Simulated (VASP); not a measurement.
Calculation: PBEsol GGA, VASP's PBE PAW potentials (set 64) (plane waves; VASP 6.6.1).

VASP input:

KPOINTS:
```
Automatic
0
gamma
  7 7 5
```

INCAR:
```
SYSTEM = Al3Ni2
PREC = Accurate; ENCUT = 300; LREAL = .FALSE.
LASPH = .TRUE.
EDIFF = 1E-6; NELM = 100; ALGO = Normal
LMAXMIX = 4
ISMEAR = 0; SIGMA = 0.272
GGA = PS
ISIF = 2
LWAVE = .FALSE.; LCHARG = .FALSE.
```

### POSCAR
```
Al3Ni2
1
    3.9942000000     0.0000000000     0.0000000000
   -1.9971000000     3.4590790000     0.0000000000
    0.0000000000     0.0000000000     4.8808600000
Al Ni
3 2
Direct
 -0.0072990000  -0.0084140000   0.0028270000
  0.3306770000   0.6674240000   0.6479750000
  0.6683940000   0.3397780000   0.3490430000
  0.3367880000   0.6637420000   0.1438990000
  0.6714400000   0.3374700000   0.8562570000
```

POTCAR, in this order: Al Ni (PBE.64 set). Program: vasp_std.

**Question.** Estimate the energy per atom (σ→0), largest force, band gap (on the k-mesh).

**Answer.** 
```
Quantity                                                     Value
------------------------  ----------------------------------------
energy per atom (σ→0)                               -5.527 eV/atom
band gap (on the k-mesh)  none (metal, semimetal or under 0.01 eV)
largest force                                           0.496 eV/Å
```

OSZICAR:
```
...
DAV:  10    -0.276673479359E+02    0.11821E-02   -0.66099E-02  6684   0.756E+00    0.809E-01
DAV:  11    -0.276616940974E+02    0.56538E-02   -0.33484E-02  6802   0.479E+00    0.199E-01
DAV:  12    -0.276615986175E+02    0.95480E-04   -0.26888E-03  6260   0.697E-01    0.830E-02
DAV:  13    -0.276616365069E+02   -0.37889E-04   -0.22853E-04  6214   0.242E-01    0.629E-02
DAV:  14    -0.276615852029E+02    0.51304E-04   -0.19524E-04  6090   0.218E-01    0.124E-02
DAV:  15    -0.276615850673E+02    0.13553E-06   -0.10178E-05  6726   0.527E-02    0.566E-03
DAV:  16    -0.276615848605E+02    0.20679E-06   -0.77023E-07  2452   0.275E-02
   1 F= -.27661585E+02 E0= -.27637115E+02  d E =-.489397E-01
```

The structure comes from a computed database's Al3Ni2 entry; how it stands against other phases isn't given here. The cell was not relaxed at this level, atoms are displaced from their ideal sites. The run is not spin-polarised, so no magnetic state was tried. The electron count is odd and the run is not spin-polarised, which forces a metal.
